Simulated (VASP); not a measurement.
Here is the system:

```
Al
1.0
    2.83686     0.00000     0.00000
    0.00000     2.83686     0.00000
    0.00000     0.00000    26.89473
Al
6
Direct
  0.50000   0.00000   0.30965
  0.00000   0.50000   0.38517
  0.50000   0.00000   0.46174
  0.00000   0.50000   0.53826
  0.50000   0.00000   0.61483
  0.00000   0.50000   0.69035
```

Calculation: PBEsol GGA, VASP's PBE PAW potentials (set 64) (plane waves; VASP 6.6.1). Settings: PREC = Normal, 400 eV cut-off, 10×10×1 Γ-centred mesh, first-order Methfessel-Paxton smearing of 0.10 eV, potentials Al.

### Question
What does the run give for the energy per atom (σ→0), band gap (on the k-mesh) with the smallest direct gap where there is one?

### Answer

* **band gap (on the k-mesh)**: none (metal, semimetal or under 0.01 eV)
* **energy per atom (σ→0)**: -3.914 eV/atom

The absolute energy has meaning only against runs of the same code, potentials and settings.

The cell is a thin slab with vacuum, built from Al (fcc): (100) face.
